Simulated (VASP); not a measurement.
Method: PBE GGA, VASP's PBE PAW potentials (set 64) (plane waves; VASP).

VASP ran on this input.

**POSCAR**
```
HgTe
1
   -0.0000000000     3.3269037268     3.3269037268
    3.3269037268    -0.0000000000     3.3269037268
    3.3269037268     3.3269037268    -0.0000000000
Hg Te
1 1
Direct
  0.0000000000   0.0000000000   0.0000000000
  0.2500000000   0.2500000000   0.2500000000
```

### INCAR
```
ALGO = Normal
EDIFF = 1E-6
EDIFFG = -0.02
ENCUT = 500
GGA = PE
IBRION = 2
ISIF = 3
ISMEAR = 1
LASPH = .True.
LCHARG = .False.
LMAXMIX = 6
LREAL = .False.
LWAVE = .False.
NELM = 100
NSW = 40
PREC = Accurate
SIGMA = 0.1
SYSTEM = HgTe
```

### KPOINTS
```
Automatic mesh
0
Gamma
10 10 10
0 0 0
```

POTCAR, in this order: Hg Te (PBE.64 set). Program: vasp_std.

The resulting files:

**OSZICAR**
```
       N       E                     dE             d eps       ncg     rms          rms(c)
DAV:   1     0.103745334547E+03    0.10375E+03   -0.78186E+03  1230   0.115E+03
DAV:   2     0.504732910384E+00   -0.10324E+03   -0.97973E+02  1372   0.257E+02
DAV:   3    -0.380718539633E+01   -0.43119E+01   -0.42956E+01  1497   0.552E+01
DAV:   4    -0.385186500154E+01   -0.44680E-01   -0.44674E-01  1689   0.503E+00
DAV:   5    -0.385205860017E+01   -0.19360E-03   -0.19360E-03  1447   0.292E-01    0.656E+00
DAV:   6    -0.365707197499E+01    0.19499E+00   -0.48064E-01  1417   0.971E+00    0.532E+00
DAV:   7    -0.365178391090E+01    0.52881E-02   -0.98047E-02  1362   0.239E+00    0.208E+00
DAV:   8    -0.365128731483E+01    0.49660E-03   -0.93180E-03  1267   0.128E+00    0.536E-01
DAV:   9    -0.365132854605E+01   -0.41231E-04   -0.82592E-04  1462   0.347E-01    0.107E-01
DAV:  10    -0.365136048168E+01   -0.31936E-04   -0.93294E-05  1323   0.960E-02    0.503E-02
DAV:  11    -0.365137515662E+01   -0.14675E-04   -0.30868E-05  1312   0.449E-02    0.237E-02
DAV:  12    -0.365137421223E+01    0.94439E-06   -0.38852E-06  1452   0.155E-02
   1 F= -.36513742E+01 E0= -.36514408E+01  d E =-.365137E+01
```

OUTCAR:
```
------------------------ aborting loop because EDIFF is reached ----------------------------------------
  FORCE on cell =-STRESS in cart. coord.  units (eV):
  Direction    XX          YY          ZZ          XY          YZ          ZX
  --------------------------------------------------------------------------------------
  Total        0.0007974      0.0007974      0.0007974      0.0000000     -0.0000000      0.0000000
  in kB        0.0173477      0.0173477      0.0173477      0.0000000     -0.0000000      0.0000000
  external PRESSURE =       0.0173477 kB  Pullay stress =       0.0000000 kB
  volume of cell :       73.65
      direct lattice vectors                 reciprocal lattice vectors
     0.000000000  3.326903727  3.326903727    -0.150289891  0.150289891  0.150289891
     3.326903727  0.000000000  3.326903727     0.150289891 -0.150289891  0.150289891
     3.326903727  3.326903727  0.000000000     0.150289891  0.150289891 -0.150289891
 POSITION                                       TOTAL-FORCE (eV/Angst)
 -----------------------------------------------------------------------------------
      0.00000      0.00000      0.00000         0.000000      0.000000      0.000000
      1.66345      1.66345      1.66345        -0.000000     -0.000000     -0.000000
 -----------------------------------------------------------------------------------
    total drift:                               -0.000000     -0.000000     -0.000000
  FREE ENERGIE OF THE ION-ELECTRON SYSTEM (eV)
  ---------------------------------------------------
  free  energy   TOTEN  =        -3.6513742122 eV

  energy  without entropy=       -3.6515739906  energy(sigma->0) =       -3.65144081

 reached required accuracy - stopping structural energy minimisation
```
(Selected blocks of OUTCAR.)

The compound is HgTe in the zinc blende structure. It was relaxed first, which changed the volume by +9 %.
